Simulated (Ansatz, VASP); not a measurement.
# HfSi6O14 (amorphous 14HfO2-86SiO2 (mol %)) in two plane-wave programs

Aim: how closely do two programs agree when they are given the same cell, functional and k mesh? The cell is taken from a series of runs on this material, whose earlier steps may have relaxed, scaled, displaced or heated it; both programs get it as it stands.

Main program and level: Ansatz 0.2.0; plane waves, with VASP 6.6.1 beside it; single point at PBE.

## 1. The structure

The cell holds 84 atoms: 4 Hf, 24 Si and 56 O. Its edges and angles: a = 10.780 Å, b = 10.780 Å, c = 10.780 Å, α = 90.0°, β = 90.0°, γ = 90.0°. As first built, before any earlier steps moved the atoms (in the runner's words): 84 atoms (4 Zr, 24 Si, 56 O) placed at random at 2.56 g/cm^3, melted at 5000 K for 10 ps at fixed volume with the Morse and Coulomb pair potential with partial charges (Pedone, Malavasi, Menziani, Cormack and Segre, J. Phys. Chem. B 110, 11780 (2006)). Quenched from 5000 K to 300 K at 50 K/ps and fixed volume, held 5 ps, then minimised at fixed cell. Then Zr was replaced by Hf (the potential has no terms for the new elements, so the cell is a start for a DFT relaxation).

## 2. Ansatz: single point, PBE, pair 1

Ansatz runs on its default PAW (the set named soft_2) files.

A single point gives forces, pressure and levels at one fixed geometry, so differences don't come from the geometry; what else differs is listed under the comparison.

File input.yaml:

```yaml
crystal:
  lattice:
    - [10.7805, 0.0, 0.0]
    - [0.0, 10.7805, 0.0]
    - [0.0, 0.0, 10.7805]
  atoms:
    - { symbol: Hf, position: [0.41756, 0.09995, 0.68448] }
    - { symbol: Hf, position: [0.95332, 0.06006, 0.56332] }
    - { symbol: Hf, position: [0.33243, 0.59534, 0.60632] }
    - { symbol: Hf, position: [0.72472, 0.99352, 0.34926] }
    - { symbol: Si, position: [0.8936, 0.6232, 0.10091] }
    - { symbol: Si, position: [0.05389, 0.48161, 0.72382] }
    - { symbol: Si, position: [0.16775, 0.97776, 0.33942] }
    - { symbol: Si, position: [0.0781, 0.98608, 0.88392] }
    - { symbol: Si, position: [0.95549, 0.90436, 0.13841] }
    - { symbol: Si, position: [0.69023, 0.65458, 0.88315] }
    - { symbol: Si, position: [0.30333, 0.82629, 0.97742] }
    - { symbol: Si, position: [0.51613, 0.21297, 0.45097] }
    - { symbol: Si, position: [0.79365, 0.55104, 0.62065] }
    - { symbol: Si, position: [0.75662, 0.52836, 0.34766] }
    - { symbol: Si, position: [0.50951, 0.8208, 0.76292] }
    - { symbol: Si, position: [0.14692, 0.57426, 0.97615] }
    - { symbol: Si, position: [0.33308, 0.39313, 0.10344] }
    - { symbol: Si, position: [0.16699, 0.26956, 0.30584] }
    - { symbol: Si, position: [0.4684, 0.48822, 0.33711] }
    - { symbol: Si, position: [0.17112, 0.88376, 0.62631] }
    - { symbol: Si, position: [0.8803, 0.26832, 0.31616] }
    - { symbol: Si, position: [0.57479, 0.41048, 0.95817] }
    - { symbol: Si, position: [0.4867, 0.14544, 0.0117] }
    - { symbol: Si, position: [0.42511, 0.94286, 0.21449] }
    - { symbol: Si, position: [0.94839, 0.22231, 0.82609] }
    - { symbol: Si, position: [0.57563, 0.37014, 0.67746] }
    - { symbol: Si, position: [0.75853, 0.23886, 0.05277] }
    - { symbol: Si, position: [0.19795, 0.29984, 0.57857] }
    - { symbol: O, position: [0.57903, 0.55376, 0.9292] }
    - { symbol: O, position: [0.20445, 0.74223, 0.61594] }
    - { symbol: O, position: [0.88338, 0.14714, 0.40222] }
    - { symbol: O, position: [0.20478, 0.93425, 0.93842] }
    - { symbol: O, position: [0.17574, 0.45187, 0.63319] }
    - { symbol: O, position: [0.11245, 0.94663, 0.48868] }
    - { symbol: O, position: [0.82493, 0.9349, 0.4986] }
    - { symbol: O, position: [0.78143, 0.59748, 0.47955] }
    - { symbol: O, position: [0.83452, 0.95898, 0.19963] }
    - { symbol: O, position: [0.27891, 0.9697, 0.66326] }
    - { symbol: O, position: [0.9396, 0.5271, 0.64555] }
    - { symbol: O, position: [0.06123, 0.92936, 0.73146] }
    - { symbol: O, position: [0.62657, 0.15136, 0.38361] }
    - { symbol: O, position: [0.9426, 0.75865, 0.1303] }
    - { symbol: O, position: [0.43023, 0.08, 0.13056] }
    - { symbol: O, position: [0.88167, 0.1497, 0.71622] }
    - { symbol: O, position: [0.61002, 0.53292, 0.32611] }
    - { symbol: O, position: [0.02383, 0.3101, 0.29216] }
    - { symbol: O, position: [0.29442, 0.246, 0.66941] }
    - { symbol: O, position: [0.01938, 0.55342, 0.05218] }
    - { symbol: O, position: [0.82968, 0.57279, 0.22501] }
    - { symbol: O, position: [0.79599, 0.63834, 0.98626] }
    - { symbol: O, position: [0.0801, 0.20946, 0.57556] }
    - { symbol: O, position: [0.00519, 0.35551, 0.78877] }
    - { symbol: O, position: [0.24889, 0.46915, 0.01032] }
    - { symbol: O, position: [0.24921, 0.30585, 0.18672] }
    - { symbol: O, position: [0.48413, 0.34414, 0.39076] }
    - { symbol: O, position: [0.70123, 0.42944, 0.625] }
    - { symbol: O, position: [0.38398, 0.566, 0.42635] }
    - { symbol: O, position: [0.4592, 0.45879, 0.65864] }
    - { symbol: O, position: [0.55748, 0.926, 0.27481] }
    - { symbol: O, position: [0.43828, 0.1189, 0.88043] }
    - { symbol: O, position: [0.62477, 0.78082, 0.85448] }
    - { symbol: O, position: [0.39271, 0.81401, 0.86204] }
    - { symbol: O, position: [0.82014, 0.22984, 0.18427] }
    - { symbol: O, position: [0.59016, 0.3477, 0.82502] }
    - { symbol: O, position: [0.41026, 0.11929, 0.48223] }
    - { symbol: O, position: [0.85619, 0.23483, 0.94322] }
    - { symbol: O, position: [0.53308, 0.94984, 0.70113] }
    - { symbol: O, position: [0.10902, 0.56634, 0.83105] }
    - { symbol: O, position: [0.54979, 0.24003, 0.60699] }
    - { symbol: O, position: [0.0711, 0.93124, 0.23465] }
    - { symbol: O, position: [0.21571, 0.70447, 0.99642] }
    - { symbol: O, position: [0.06235, 0.1304, 0.86562] }
    - { symbol: O, position: [0.68791, 0.37506, 0.044] }
    - { symbol: O, position: [0.63355, 0.15482, 0.0303] }
    - { symbol: O, position: [0.30475, 0.93337, 0.3058] }
    - { symbol: O, position: [0.2214, 0.327, 0.4334] }
    - { symbol: O, position: [0.45161, 0.32617, 0.02398] }
    - { symbol: O, position: [0.47048, 0.71498, 0.66704] }
    - { symbol: O, position: [0.80601, 0.38608, 0.36708] }
    - { symbol: O, position: [0.98232, 0.94964, 0.99506] }
    - { symbol: O, position: [0.16468, 0.1237, 0.32521] }
    - { symbol: O, position: [0.38384, 0.8545, 0.09875] }
    - { symbol: O, position: [0.40908, 0.47668, 0.19901] }
    - { symbol: O, position: [0.74729, 0.61415, 0.74935] }
kpoints:
  mp_grid: { grid: [1, 1, 1] }
hamiltonian:
  xc: pbe
scf:
  occupations: { method: fermi_dirac, width: 0.025 }
output:
  forces: true
```

The run is started by

```sh
$ ansatz run input.yaml --threads 4 --pin off --max-ram 8192MiB --backend cpu --events-out ev --progress --plain --runs-dir out
```

Numbers of over 12 decimals in the logs are rounded to 6 here.

Log:

```text
Engine: ansatz 0.2.0, aarch64-unknown-linux-gnu
Pseudopotentials: kind: paw
Pseudopotential: Hf, paw, valence charge 26, recommended cutoff 420 eV (normal), Hf.paw.azcp
Pseudopotential: Si, paw, valence charge 4, recommended cutoff 420 eV (normal), Si.paw.azcp
Pseudopotential: O, paw, valence charge 6, recommended cutoff 420 eV (normal), O.paw.azcp
Functional definition: PBE
  parameter kappa = 0.804
  parameter beta = 0.066725
  exchange = pbe_x(kappa = kappa, mu = beta*pi^2/3)
  correlation = pbe_c(beta = beta)
Crystal: 84 atoms, lattice volume = 1252.901 Å³
Basis set: ecut = 420 eV, 24405 PW (Γ), exchange–correlation on 150×150×150 points (8 copies of the dense FFT grid, shifted against one another)
Bands: 352, of which v1, the nominal top of the filled ones, is band 268 counted from 1 (267 counted from 0)
Symmetry: 1 space group operations
Space group: P1 (ITA 1), of the structure as read, at distance tolerance 1.1e-4 Å
k-points: 1
Non-local potential: Hf, projectors of the file, l = 0: 3, l = 1: 2, l = 2: 2, l = 3: 3
Non-local potential: Si, projectors of the file, l = 0: 2, l = 1: 2, l = 2: 2
Non-local potential: O, projectors of the file, l = 0: 2, l = 1: 2, l = 2: 1
PAW form: soft (Blöchl's): semilocal exchange-correlation on the pseudo side does not see the compensation charge
PAW one-centre angular grid: Hf, 590 points (default); XC on 64 Gauss nodes
PAW one-centre angular grid: Si, 110 points (default); XC on 64 Gauss nodes
PAW one-centre angular grid: O, 110 points (default); XC on 64 Gauss nodes
Initial density: superposition of atomic densities (neutral atoms: chi_scale 0, normalization atom), corrected by the library's trained network
Initial wavefunctions: pseudopotential atomic-orbital guess
Functional: x = pbe(κ = 0.804, μ = 0.219515), c = pbe(β = 0.066725)
SCF iter   1: F=—  HF=-110010.359815 eV  |F-HF|=—  |Δ(HF+E_count)|=         —  Δρ=2.83e-3  dr2=1.41e-1  ethr=1.77e-3  ⟨swp⟩=5.0  Hψ=1521  notcnv=0  defer=67
preconditioner: auto → Resta (q_TF=auto, 2.368 Å⁻¹)  ε∞=3.3  [insulator: Δε(μ)=3.813 eV  Ē_g=15.626 eV  σ=0.025 eV  W_gap=1.00  n_scr=256 (ndim 8)  ℏωp=23.6 eV  f_vac=0.242  D(μ)=0.00/eV (n_scr^D=0)  ε∞_Penn≈3.3]
SCF iter   2: F=—  HF=-110010.345582 eV  |F-HF|=—  |Δ(HF+E_count)|=   1.42e-2  Δρ=1.49e-3  dr2=2.89e-2  ethr=2.63e-5  ⟨swp⟩=2.0  Hψ=611  notcnv=0  defer=75
SCF iter   3: F=—  HF=-110010.344726 eV  |F-HF|=—  |Δ(HF+E_count)|=   8.56e-4  Δρ=6.85e-4  dr2=1.01e-2  ethr=5.40e-6  ⟨swp⟩=2.0  Hψ=487  notcnv=0  defer=34
automatic band count: iteration 3 solves 311 bands in place of 352: the levels show a gap, and the empty bands left out lie too high to hold charge; the band table lists the bands solved (type scf.n_extra_bands for more)
SCF iter   4: F=—  HF=-110010.344257 eV  |F-HF|=—  |Δ(HF+E_count)|=   4.68e-4  Δρ=3.63e-4  dr2=1.81e-3  ethr=1.89e-6  ⟨swp⟩=2.0  Hψ=483  notcnv=0  defer=34
SCF iter   5: F=—  HF=-110010.343948 eV  |F-HF|=—  |Δ(HF+E_count)|=   3.09e-4  Δρ=1.41e-4  dr2=2.84e-4  ethr=3.38e-7  ⟨swp⟩=2.0  Hψ=476  notcnv=0  defer=34
SCF iter   6: F=—  HF=-110010.343964 eV  |F-HF|=—  |Δ(HF+E_count)|=   1.60e-5  Δρ=5.63e-5  dr2=4.14e-5  ethr=5.30e-8  ⟨swp⟩=2.0  Hψ=481  notcnv=0  defer=34
SCF iter   7: F=—  HF=-110010.341687 eV  |F-HF|=—  |Δ(HF+E_count)|=   2.28e-3  Δρ=2.14e-5  dr2=6.12e-6  ethr=7.73e-9  ⟨swp⟩=2.0  Hψ=565  notcnv=0  defer=34
SCF iter   8: F=—  HF=-110010.341688 eV  |F-HF|=—  |Δ(HF+E_count)|=   1.58e-6  Δρ=8.01e-6  dr2=9.95e-7  ethr=1.14e-9  ⟨swp⟩=2.0  Hψ=545  notcnv=0  defer=34
SCF iter   9: F=—  HF=-110010.341688 eV  |F-HF|=—  |Δ(HF+E_count)|=   1.90e-7  Δρ=4.30e-6  dr2=2.24e-7  ethr=1.86e-10  ⟨swp⟩=2.0  Hψ=545  notcnv=0  defer=34
SCF iter  10: F=-110010.341688 eV  HF=-110010.341688 eV  |F-HF|=7.25e-9  |Δ(HF+E_count)|=   3.62e-8  Δρ=1.29e-6  dr2=2.31e-8  ethr=1.87e-11  ⟨swp⟩=4.0  Hψ=1047  notcnv=0
SCF 1 converged in 10 iterations: F = -110010.341688 eV  dr2 = 2.31e-8
  greatest PAW one-centre occupation: 0.999 electrons in one spin orbital (limit 2), on the Hf atom at site 0 (counted from 0), in its partial waves of l = 0
SCF converged after 10 iterations
Free energy (F): -110010.341688 eV
Harris-Foulkes:  -110010.341688 eV  (|F-HF|=7.25e-9)
Internal energy: -110010.341688 eV  (E = F + TS)
E sigma→0 (E₀):  -110010.341688 eV
Fermi energy:    5.219251 eV
--- Per-component energies (eV) ---
  E_band       = -3503.975420
  E_kinetic    = 12721.670539
  E_local      = -72775.640740  (includes V_loc(G=0)·N_el)
  E_nonlocal   = -1701.684015
  E_hartree    = 31078.838078
  E_xc         = -6680.841575
  E_vxc        = -7491.936931  (∫ρ·V_xc dr)
  E_paw        = -48919.271669  (= ΣΔE_a)
  E_vpaw       = 3585.796689  (= ΣTr[D̂ρ^β])
  E_aug_tail   = 0.143780  (compensation charges beyond the density's cutoff)
  E_ewald      = -23733.556086
  E_smearing   = -0.000000  (= −TS)
  E_closure    = -0.000000  (closes the sum)
  Σ components = -110010.341688   (vs F -110010.341688, Δ=0.00e0)
--- Forces (eV/Å), atoms counted from 1 ---
  atom   1  Hf    -1.45638873    -1.06517759    -1.08528461
  atom   2  Hf    -0.65389237     1.88526850     0.63058249
  atom   3  Hf     3.41042881     0.32861745    -0.65239081
  atom   4  Hf     0.59566963     0.68963761     0.32948422
  atom   5  Si     0.09580541     0.84557405    -0.93194474
  atom   6  Si    -0.04864604    -1.90009220     0.47227839
  atom   7  Si    -0.74191888     0.16590122    -0.16353581
  atom   8  Si    -0.23889375    -1.19502672    -0.48092230
  atom   9  Si     1.30297244     0.34248722    -0.26685113
  atom  10  Si    -0.28197577    -2.13003193    -0.46335449
  atom  11  Si    -0.43353725     0.22385155    -0.60789700
  atom  12  Si    -0.91803996     1.01162914     1.29147055
  atom  13  Si    -1.25486637    -1.40905937     1.50616716
  atom  14  Si     0.14519057    -1.45351113     0.25004654
  atom  15  Si    -1.05709308    -0.86354209     1.10678041
  atom  16  Si    -0.09392369     0.50230928     0.11990400
  atom  17  Si     0.46818530     0.32312890     0.89704637
  atom  18  Si    -0.55485471    -0.15420659     1.25907760
  atom  19  Si     0.80878153    -2.65736678     0.21124331
  atom  20  Si    -0.55719018     0.75529123     0.26462844
  atom  21  Si     1.04487358     0.64288346    -0.24506797
  atom  22  Si     0.27559326    -0.64671934    -0.85246508
  atom  23  Si     0.52795334     0.55683478     0.91984999
  atom  24  Si    -0.63916287     1.31734454    -1.57014745
[...]
atom  77  O     -0.40039211    -0.33978766    -0.20164830
  atom  78  O     -1.41130113    -1.91846616    -1.57364491
  atom  79  O     -0.42626681     0.34096518     0.55372266
  atom  80  O     -0.92115412    -0.07324701     0.13784391
  atom  81  O      0.15648593    -0.12432777    -0.00718438
  atom  82  O      0.35287709    -0.68386011     0.59985772
  atom  83  O      0.40819050     1.23522554    -0.00343611
  atom  84  O      0.46090974     0.65925017    -0.36808706
  max |Σ_I F_I| component: 7.50e-5 eV/Å
```

Reading the cycles: dr2 is the Hartree energy of the density residual (eV), the measure of convergence; HF is the Harris–Foulkes estimate of the energy, which meets the free energy F at convergence.

## 3. VASP: single point, PBE, pair 1

The same cell, functional, mesh and smearing now go to VASP, with its own data sets.

Lines of VASP's logs that name or quote its potential files are left out, and so is its time.

File INCAR:

```
SYSTEM = HfSi6O14
PREC = Accurate
ENCUT = 520
EDIFF = 1E-06
NELM = 120
ISMEAR = -1
SIGMA = 0.025
LREAL = Auto
ALGO = Normal
GGA = PE
NBANDS = 296
LASPH = .TRUE.
LORBIT = 11
LWAVE = .FALSE.
LCHARG = .FALSE.
ISIF = 2
GGA_COMPAT = .FALSE.
EFERMI = MIDGAP
NCORE = 2
```

File POSCAR:

```
HfSi6O14
1.0
   10.7805000000      0.0000000000      0.0000000000
    0.0000000000     10.7805000000      0.0000000000
    0.0000000000      0.0000000000     10.7805000000
Hf Si O
4 24 56
Direct
    0.4175600000      0.0999500000      0.6844800000
    0.9533200000      0.0600600000      0.5633200000
    0.3324300000      0.5953400000      0.6063200000
    0.7247200000      0.9935200000      0.3492600000
    0.8936000000      0.6232000000      0.1009100000
    0.0538900000      0.4816100000      0.7238200000
    0.1677500000      0.9777600000      0.3394200000
    0.0781000000      0.9860800000      0.8839200000
    0.9554900000      0.9043600000      0.1384100000
    0.6902300000      0.6545800000      0.8831500000
    0.3033300000      0.8262900000      0.9774200000
    0.5161300000      0.2129700000      0.4509700000
    0.7936500000      0.5510400000      0.6206500000
    0.7566200000      0.5283600000      0.3476600000
    0.5095100000      0.8208000000      0.7629200000
    0.1469200000      0.5742600000      0.9761500000
    0.3330800000      0.3931300000      0.1034400000
    0.1669900000      0.2695600000      0.3058400000
    0.4684000000      0.4882200000      0.3371100000
    0.1711200000      0.8837600000      0.6263100000
    0.8803000000      0.2683200000      0.3161600000
    0.5747900000      0.4104800000      0.9581700000
    0.4867000000      0.1454400000      0.0117000000
    0.4251100000      0.9428600000      0.2144900000
    0.9483900000      0.2223100000      0.8260900000
    0.5756300000      0.3701400000      0.6774600000
    0.7585300000      0.2388600000      0.0527700000
    0.1979500000      0.2998400000      0.5785700000
    0.5790300000      0.5537600000      0.9292000000
    0.2044500000      0.7422300000      0.6159400000
    0.8833800000      0.1471400000      0.4022200000
    0.2047800000      0.9342500000      0.9384200000
    0.1757400000      0.4518700000      0.6331900000
    0.1124500000      0.9466300000      0.4886800000
    0.8249300000      0.9349000000      0.4986000000
    0.7814300000      0.5974800000      0.4795500000
    0.8345200000      0.9589800000      0.1996300000
    0.2789100000      0.9697000000      0.6632600000
    0.9396000000      0.5271000000      0.6455500000
    0.0612300000      0.9293600000      0.7314600000
    0.6265700000      0.1513600000      0.3836100000
    0.9426000000      0.7586500000      0.1303000000
    0.4302300000      0.0800000000      0.1305600000
    0.8816700000      0.1497000000      0.7162200000
    0.6100200000      0.5329200000      0.3261100000
    0.0238300000      0.3101000000      0.2921600000
    0.2944200000      0.2460000000      0.6694100000
    0.0193800000      0.5534200000      0.0521800000
    0.8296800000      0.5727900000      0.2250100000
    0.7959900000      0.6383400000      0.9862600000
    0.0801000000      0.2094600000      0.5755600000
    0.0051900000      0.3555100000      0.7887700000
    0.2488900000      0.4691500000      0.0103200000
    0.2492100000      0.3058500000      0.1867200000
    0.4841300000      0.3441400000      0.3907600000
    0.7012300000      0.4294400000      0.6250000000
    0.3839800000      0.5660000000      0.4263500000
    0.4592000000      0.4587900000      0.6586400000
    0.5574800000      0.9260000000      0.2748100000
    0.4382800000      0.1189000000      0.8804300000
    0.6247700000      0.7808200000      0.8544800000
    0.3927100000      0.8140100000      0.8620400000
    0.8201400000      0.2298400000      0.1842700000
    0.5901600000      0.3477000000      0.8250200000
    0.4102600000      0.1192900000      0.4822300000
    0.8561900000      0.2348300000      0.9432200000
    0.5330800000      0.9498400000      0.7011300000
    0.1090200000      0.5663400000      0.8310500000
    0.5497900000      0.2400300000      0.6069900000
    0.0711000000      0.9312400000      0.2346500000
    0.2157100000      0.7044700000      0.9964200000
    0.0623500000      0.1304000000      0.8656200000
    0.6879100000      0.3750600000      0.0440000000
    0.6335500000      0.1548200000      0.0303000000
    0.3047500000      0.9333700000      0.3058000000
    0.2214000000      0.3270000000      0.4334000000
    0.4516100000      0.3261700000      0.0239800000
    0.4704800000      0.7149800000      0.6670400000
    0.8060100000      0.3860800000      0.3670800000
    0.9823200000      0.9496400000      0.9950600000
    0.1646800000      0.1237000000      0.3252100000
    0.3838400000      0.8545000000      0.0987500000
    0.4090800000      0.4766800000      0.1990100000
    0.7472900000      0.6141500000      0.7493500000
```

File KPOINTS:

```
Automatic mesh
0
Gamma
1 1 1
0 0 0
```

The projector-augmented-wave data sets are Hf_pv, Si and O (PBE family, release 64).

The run is started by

```sh
$ mpirun -np 8 vasp_gam
```

Log:

```text
[banner, memory and clock lines left out]
running    8 mpi-ranks, on    1 nodes
[...]
LDA part: xc-table for (Slater+PW92), standard interpolation
 POSCAR, INCAR and KPOINTS ok, starting setup
[...]
entering main loop
       N       E                     dE             d eps       ncg     rms          rms(c)
DAV:   1     0.442839683906E+04    0.44284E+04   -0.28063E+05   608   0.155E+03
DAV:   2    -0.389858113958E+03   -0.48183E+04   -0.46850E+04   728   0.393E+02
DAV:   3    -0.776763938602E+03   -0.38691E+03   -0.38458E+03   696   0.116E+02
DAV:   4    -0.785122158672E+03   -0.83582E+01   -0.83242E+01   720   0.183E+01
[...]
DAV:  18    -0.676778316853E+03    0.11197E-04   -0.43833E-05   688   0.203E-02    0.155E-02
DAV:  19    -0.676778316085E+03    0.76781E-06   -0.12151E-05   728   0.132E-02    0.485E-03
DAV:  20    -0.676778316339E+03   -0.25352E-06   -0.58680E-06   680   0.605E-03
   1 F= -.67677832E+03 E0= -.67677832E+03  d E =0.000000E+00
```

From OUTCAR (step 3):

```text
  Total       16.0595623     35.9664721     -5.8099081     -3.4730966      6.2051390     -0.6933137
  in kB       20.5365541     45.9929971     -7.4295607     -4.4413064      7.9349718     -0.8865917
  external PRESSURE =      19.6999969 kB  Pullay stress =       0.0000000 kB

 POSITION                                       TOTAL-FORCE (eV/Angst)
 -----------------------------------------------------------------------------------
      4.50151      1.07751      7.37904        -1.505042     -1.097883     -1.122435
     10.27727      0.64748      6.07287        -0.703277      1.973633      0.570550
      3.58376      6.41806      6.53643         3.513124      0.353143     -0.694625
      7.81284     10.71064      3.76520         0.597337      0.754654      0.291426
      9.63345      6.71841      1.08786         0.085578      0.819669     -0.917912
      0.58096      5.19200      7.80314        -0.052703     -1.877913      0.463058
      1.80843     10.54074      3.65912        -0.750654      0.151791     -0.132838
      0.84196     10.63044      9.52910        -0.233840     -1.201202     -0.500502
[...]
3.59077      4.23814      1.11513         0.459022      0.309577      0.863408
      1.80024      2.90599      3.29711        -0.536871     -0.157243      1.216930
      5.04959      5.26326      3.63421         0.834249     -2.654546      0.179784
      1.84476      9.52737      6.75193        -0.617172      0.763984      0.233195
      9.49007      2.89262      3.40836         1.029115      0.647938     -0.268935
[...]
-----------------------------------------------------------------------------------
    total drift:                               -0.016997      0.022479      0.006548

  FREE ENERGIE OF THE ION-ELECTRON SYSTEM (eV)
  ---------------------------------------------------
  free  energy   TOTEN  =      -676.7783163388 eV

  energy  without entropy=     -676.7783163388  energy(sigma->0) =     -676.77831634

[... 3 further parts left out ...]
[key lines of the parts left out:]
E-fermi :   2.9482
```

The run ends at a pressure of 1.97 GPa, with forces up to 4.1 eV/Å.

(Continued in part 2 of 2.)

[Lines on the potential files, build, host, timing and source positions are cut from VASP's logs without a mark.]

[Logs are printed without paths, hosts, clocks, repeated set-up lines and the standing remarks that a program may print on its own settings, such as how far it seeks lower states.]

[Hosts, paths, dates, database ids (printed as entryN), source tags and the programs' standing remarks are cut or masked in the printed files.]
